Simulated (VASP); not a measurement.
Here is the system:

```yaml
crystal:
  lattice:
    - [2.90381, 0.00000, 0.00000]
    - [0.00000, 2.90381, 0.00000]
    - [0.00000, 0.00000, 8.13270]
  atoms:
    - { symbol: Ti, position: [0.98880, 0.47261, 0.88546] }
    - { symbol: Ti, position: [0.53698, 0.97191, 0.11928] }
    - { symbol: Ag, position: [0.02633, 0.52877, 0.37596] }
    - { symbol: Ag, position: [0.44789, 0.02671, 0.61930] }
```

Computed with PBEsol GGA, VASP's PBE PAW potentials (set 64) (plane waves; VASP). Settings: 300 eV cut-off, 7×7×3 Γ-centred mesh, Gaussian smearing of 0.10 eV, potentials Ti_sv Ag.

At this cut-off the stress carries a Pulay error, which pulls relaxed volumes low.

Task: Estimate the energy per atom (σ→0), pressure, largest force, band gap (on the k-mesh) with the smallest direct gap where there is one.

Result: 
- band gap (on the k-mesh) = none (metal, semimetal or under 0.01 eV)
- energy per atom (σ→0) = -5.868 eV/atom
- pressure = -3.17 GPa
- largest force = 0.719 eV/Å

Total energies compare only between runs with the same potentials, cut-off and functional.

The structure comes from a computed database's TiAg entry; how it stands against other phases isn't given here. The cell was not relaxed at this level, atoms are displaced from their ideal sites. The k-mesh is coarse (spacing up to 0.31 per Å, 2π included), so the numbers may not be converged in it.
